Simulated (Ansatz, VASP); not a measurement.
# SiO2: VASP beside Ansatz, part 2 of 3

One calculation is typed for both programs; each brings its own data sets. How far apart do they land? The cell is taken from a series of runs on this material, whose earlier steps may have relaxed, scaled, displaced or heated it; both programs get it as it stands.

VASP 6.6.1 and Ansatz 0.2.0.

So far: Set-up; VASP: zone-centre phonons, PBE.

### Step 2. VASP: zone-centre phonons, PBE (continued)

Level of this step: PBE; plane waves and PAW (O, Si) (VASP).

OUTCAR, selected parts (step 2):

```text
ion  position               nearest neighbor table
   1  0.697  0.697  0.000-   5 1.73   5 1.73   6 1.74
   2  0.197  0.803  0.500-   6 1.73   6 1.73   5 1.74
   3  0.303  0.303  0.000-   5 1.73   5 1.73   6 1.74
   4  0.803  0.197  0.500-   6 1.73   6 1.73   5 1.74
   5  0.500  0.500  0.500-   1 1.73   3 1.73   1 1.73   3 1.73   2 1.74   4 1.74
   6  0.000  0.000  0.000-   2 1.73   4 1.73   2 1.73   4 1.73   3 1.74   1 1.74

  LATTYP: Found a simple tetragonal cell.
 ALAT       =     4.0644336362
 C/A-ratio  =     0.6469282983

 Subroutine GETGRP returns: Found 16 space group operations
 (whereof  8 operations were pure point group operations)

The static configuration has the point symmetry D_2h.
 The point group associated with its full space group is D_4h.

 Found     75 irreducible k-points:

   k-points           NKPTS =     75   k-points in BZ     NKDIM =     75   number of bands    NBANDS=     22

   dimension x,y,z NGX =    32 NGY =   32 NGZ =   24
   dimension x,y,z NGXF=    64 NGYF=   64 NGZF=   48

   ENCUT  =  600.0 eV  44.10 Ry    6.64 a.u.   8.12  8.12  5.25*2*pi/ulx,y,z

   NELECT =      32.0000    total number of electrons

 k-points in reciprocal lattice and weights: Automatic mesh
   0.00000000  0.00000000  0.00000000       0.002
   0.12500000  0.00000000  0.00000000       0.008
   0.25000000  0.00000000  0.00000000       0.008
   0.37500000  0.00000000  0.00000000       0.008
   0.50000000  0.00000000  0.00000000       0.004
   0.12500000  0.12500000  0.00000000       0.008
   0.25000000  0.12500000  0.00000000       0.016
   0.37500000  0.12500000  0.00000000       0.016
   0.50000000  0.12500000  0.00000000       0.008
[...]
0.50000000  0.37500000  0.50000000       0.008
   0.50000000  0.50000000  0.50000000       0.002

[...]
2     0.31254     3.76218     0.00000
    3     0.00000     0.00000     4.00198

 Eigenvectors and eigenvalues of the dynamical matrix
 ----------------------------------------------------

   1 f  =   31.263379 THz   196.433604 2PiTHz 1042.834076 cm-1   129.294889 meV
             X         Y         Z           dx          dy          dz
      2.831786  2.831786  0.000000     0.353553    0.353553   -0.000000
      0.799569  3.264865  1.314699    -0.353553    0.353553   -0.000000
      1.232648  1.232648  0.000000    -0.353553   -0.353553    0.000000
      3.264865  0.799569  1.314699     0.353553   -0.353553    0.000000
      2.032217  2.032217  1.314699    -0.000000    0.000000    0.000000
      0.000000  0.000000  0.000000     0.000000   -0.000000   -0.000000

   2 f  =   26.709589 THz   167.821296 2PiTHz  890.935985 cm-1   110.461934 meV
             X         Y         Z           dx          dy          dz
      2.831786  2.831786  0.000000     0.398526    0.380498   -0.000000
      0.799569  3.264865  1.314699    -0.158215   -0.104821    0.000000
      1.232648  1.232648  0.000000     0.398526    0.380498    0.000000
      3.264865  0.799569  1.314699    -0.158215   -0.104821   -0.000000
      2.032217  2.032217  1.314699    -0.400097   -0.398726   -0.000000
      0.000000  0.000000  0.000000     0.037375   -0.017375    0.000000

   3 f  =   26.709589 THz   167.821296 2PiTHz  890.935985 cm-1   110.461934 meV
             X         Y         Z           dx          dy          dz
      2.831786  2.831786  0.000000    -0.104821    0.158215   -0.000000
      0.799569  3.264865  1.314699     0.380498   -0.398526   -0.000000
      1.232648  1.232648  0.000000    -0.104821    0.158215   -0.000000
      3.264865  0.799569  1.314699     0.380498   -0.398526    0.000000
      2.032217  2.032217  1.314699    -0.017375   -0.037375    0.000000
      0.000000  0.000000  0.000000    -0.398726    0.400097   -0.000000

   4 f  =   24.982677 THz   156.970788 2PiTHz  833.332399 cm-1   103.320003 meV
             X         Y         Z           dx          dy          dz
      2.831786  2.831786  0.000000     0.000000    0.000000    0.443516
      0.799569  3.264865  1.314699     0.000000   -0.000000   -0.443516
      1.232648  1.232648  0.000000    -0.000000   -0.000000    0.443516
      3.264865  0.799569  1.314699    -0.000000    0.000000   -0.443516
      2.032217  2.032217  1.314699    -0.000000   -0.000000   -0.326478
      0.000000  0.000000  0.000000     0.000000    0.000000    0.326478

   5 f  =   24.890410 THz   156.391061 2PiTHz  830.254721 cm-1   102.938420 meV
             X         Y         Z           dx          dy          dz
      2.831786  2.831786  0.000000    -0.353553   -0.353553    0.000000
      0.799569  3.264865  1.314699    -0.353553    0.353553   -0.000000
      1.232648  1.232648  0.000000     0.353553    0.353553    0.000000
      3.264865  0.799569  1.314699     0.353553   -0.353553   -0.000000
      2.032217  2.032217  1.314699     0.000000    0.000000   -0.000000
      0.000000  0.000000  0.000000     0.000000    0.000000    0.000000

   6 f  =   21.426221 THz   134.624919 2PiTHz  714.701812 cm-1    88.611691 meV
             X         Y         Z           dx          dy          dz
      2.831786  2.831786  0.000000    -0.000000   -0.000000    0.341839
      0.799569  3.264865  1.314699     0.000000   -0.000000    0.341839
      1.232648  1.232648  0.000000    -0.000000   -0.000000    0.341839
      3.264865  0.799569  1.314699     0.000000   -0.000000    0.341839
      2.032217  2.032217  1.314699    -0.000000    0.000000   -0.516036
      0.000000  0.000000  0.000000     0.000000   -0.000000   -0.516036

   7 f  =   20.822041 THz   130.828741 2PiTHz  694.548523 cm-1    86.113003 meV
             X         Y         Z           dx          dy          dz
      2.831786  2.831786  0.000000    -0.117371   -0.179382   -0.000000
      0.799569  3.264865  1.314699    -0.045092    0.142952   -0.000000
      1.232648  1.232648  0.000000    -0.117371   -0.179382    0.000000
      3.264865  0.799569  1.314699    -0.045092    0.142952    0.000000
      2.032217  2.032217  1.314699    -0.018493   -0.601705    0.000000
      0.000000  0.000000  0.000000     0.263683    0.656685   -0.000000

   8 f  =   20.822041 THz   130.828741 2PiTHz  694.548523 cm-1    86.113003 meV
             X         Y         Z           dx          dy          dz
      2.831786  2.831786  0.000000    -0.142952   -0.045092   -0.000000
      0.799569  3.264865  1.314699     0.179382   -0.117371   -0.000000
      1.232648  1.232648  0.000000    -0.142952   -0.045092   -0.000000
      3.264865  0.799569  1.314699     0.179382   -0.117371    0.000000
      2.032217  2.032217  1.314699    -0.656685    0.263683    0.000000
      0.000000  0.000000  0.000000     0.601705   -0.018493    0.000000

   9 f  =   19.032003 THz   119.581600 2PiTHz  634.839277 cm-1    78.710003 meV
             X         Y         Z           dx          dy          dz
      2.831786  2.831786  0.000000     0.353553   -0.353553    0.000000
      0.799569  3.264865  1.314699    -0.353553   -0.353553    0.000000
      1.232648  1.232648  0.000000    -0.353553    0.353553   -0.000000
      3.264865  0.799569  1.314699     0.353553    0.353553   -0.000000
      2.032217  2.032217  1.314699     0.000000    0.000000   -0.000000
      0.000000  0.000000  0.000000    -0.000000   -0.000000   -0.000000

  10 f  =   19.030032 THz   119.569220 2PiTHz  634.773554 cm-1    78.701855 meV
             X         Y         Z           dx          dy          dz
      2.831786  2.831786  0.000000     0.000000   -0.000000    0.674716
      0.799569  3.264865  1.314699    -0.000000   -0.000000   -0.211560
      1.232648  1.232648  0.000000    -0.000000    0.000000   -0.674716
      3.264865  0.799569  1.314699     0.000000    0.000000    0.211560
      2.032217  2.032217  1.314699    -0.000000    0.000000    0.000000
      0.000000  0.000000  0.000000    -0.000000   -0.000000    0.000000

  11 f  =   19.030032 THz   119.569220 2PiTHz  634.773554 cm-1    78.701855 meV
             X         Y         Z           dx          dy          dz
      2.831786  2.831786  0.000000    -0.000000    0.000000    0.211560
      0.799569  3.264865  1.314699     0.000000    0.000000    0.674716
      1.232648  1.232648  0.000000     0.000000   -0.000000   -0.211560
      3.264865  0.799569  1.314699    -0.000000   -0.000000   -0.674716
      2.032217  2.032217  1.314699    -0.000000   -0.000000    0.000000
      0.000000  0.000000  0.000000     0.000000    0.000000    0.000000

  12 f  =   14.672916 THz    92.192650 2PiTHz  489.435796 cm-1    60.682278 meV
             X         Y         Z           dx          dy          dz
      2.831786  2.831786  0.000000     0.398289   -0.401456   -0.000000
      0.799569  3.264865  1.314699     0.039345    0.063884    0.000000
      1.232648  1.232648  0.000000     0.398289   -0.401456    0.000000
      3.264865  0.799569  1.314699     0.039345    0.063884   -0.000000
      2.032217  2.032217  1.314699    -0.329465    0.253421   -0.000000
      0.000000  0.000000  0.000000    -0.332186    0.256949    0.000000

  13 f  =   14.672916 THz    92.192650 2PiTHz  489.435796 cm-1    60.682278 meV
             X         Y         Z           dx          dy          dz
      2.831786  2.831786  0.000000    -0.063884    0.039345   -0.000000
      0.799569  3.264865  1.314699     0.401456    0.398289   -0.000000
      1.232648  1.232648  0.000000    -0.063884    0.039345    0.000000
      3.264865  0.799569  1.314699     0.401456    0.398289    0.000000
      2.032217  2.032217  1.314699    -0.256949   -0.332186   -0.000000
      0.000000  0.000000  0.000000    -0.253421   -0.329465    0.000000
    [... 43 further lines ...]
      2.032217  2.032217  1.314699    -0.480536   -0.050558    0.000000
      0.000000  0.000000  0.000000    -0.480538   -0.050579    0.000000

 MACROSCOPIC STATIC DIELECTRIC TENSOR IONIC CONTRIBUTION
 ------------------------------------------------------
           6.059251     0.000000    -0.000000
           0.000000     6.059251    -0.000000
          -0.000000    -0.000000     4.749411
 ------------------------------------------------------

 ELASTIC MODULI CONTR FROM IONIC RELAXATION (kBar)
 Direction    XX          YY          ZZ          XY          YZ          ZX
 --------------------------------------------------------------------------------
 XX       -1380.0380   1081.9698    -94.8791      0.0000     -0.0000      0.0000
 YY        1081.9698  -1380.0380    -94.8791      0.0000      0.0000     -0.0000
 ZZ         -94.8791    -94.8791    -60.4026      0.0000     -0.0000     -0.0000
 XY           0.0000      0.0000      0.0000     -1.3886     -0.0000      0.0000
 YZ          -0.0000      0.0000     -0.0000     -0.0000   -152.1153      0.0000
 ZX           0.0000     -0.0000     -0.0000      0.0000      0.0000   -178.1778
 --------------------------------------------------------------------------------

 PIEZOELECTRIC TENSOR IONIC CONTR  for field in x, y, z        (C/m^2)
          XX          YY          ZZ          XY          YZ          ZX
  --------------------------------------------------------------------------------
  x    -0.00000     0.00000     0.00000    -0.00000    -0.00000     0.00000
  y    -0.00000     0.00000    -0.00000     0.00000     0.00000     0.00000
  z     0.00000    -0.00000    -0.00000    -0.00000     0.00000    -0.00000
```

[end of part 2 of 3]

[Lines on the potential files, build, host, timing and source positions are cut from VASP's logs without a mark.]

[Logs are printed without paths, hosts, clocks, repeated set-up lines and the standing remarks that a program may print on its own settings, such as how far it seeks lower states.]

[Hosts, paths, dates, database ids (printed as entryN), source tags and the programs' standing remarks are cut or masked in the printed files.]
